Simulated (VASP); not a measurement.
Method: revTPSS meta-GGA, VASP's PBE PAW potentials (set 64) (plane waves; VASP).

A VASP calculation is set up with these files.

### INCAR
```
SYSTEM = Ni3Si
PREC = Accurate
ENCUT = 520
EDIFF = 1E-7
NELM = 100
ALGO = Normal
LREAL = .FALSE.
LASPH = .TRUE.
ISMEAR = 1
SIGMA = 0.1
METAGGA = RTPSS
LMIXTAU = .TRUE.
LMAXMIX = 4
LWAVE = .FALSE.
LCHARG = .FALSE.
ISIF = 2
```

File POSCAR:
```
Ni3Si
1
    3.4899075465     0.0000000000     0.0000000000
    0.0000000000     3.4899075465     0.0000000000
    0.0000000000     0.0000000000     3.4899075465
Si Ni
1 3
Direct
  0.0000000000   0.0000000000   0.0000000000
  0.0000000000   0.5000000000   0.5000000000
  0.5000000000   0.0000000000   0.5000000000
  0.5000000000   0.5000000000   0.0000000000
```

KPOINTS:
```
Automatic
0
Gamma
9 9 9
0 0 0
```

POTCAR, in this order: Si Ni (PBE.64 set). Program: vasp_std.

Task: What will the output report for the number of irreducible k-points (NKPTS), largest plane-wave count, number of space-group operations, FFT grid (NGX, NGY, NGZ)?

Result: 
```
Quantity                                      Result
--------------------------------------  ------------
number of irreducible k-points (NKPTS)            35
largest plane-wave count                        1189
number of space-group operations                  48
FFT grid (NGX, NGY, NGZ)                28 × 28 × 28
```

The compound is Ni3Si in the L1_2 structure. This cell is one point of a volume scan, at 1.03 of the reference volume. The run is not spin-polarised, so no magnetic state was tried.
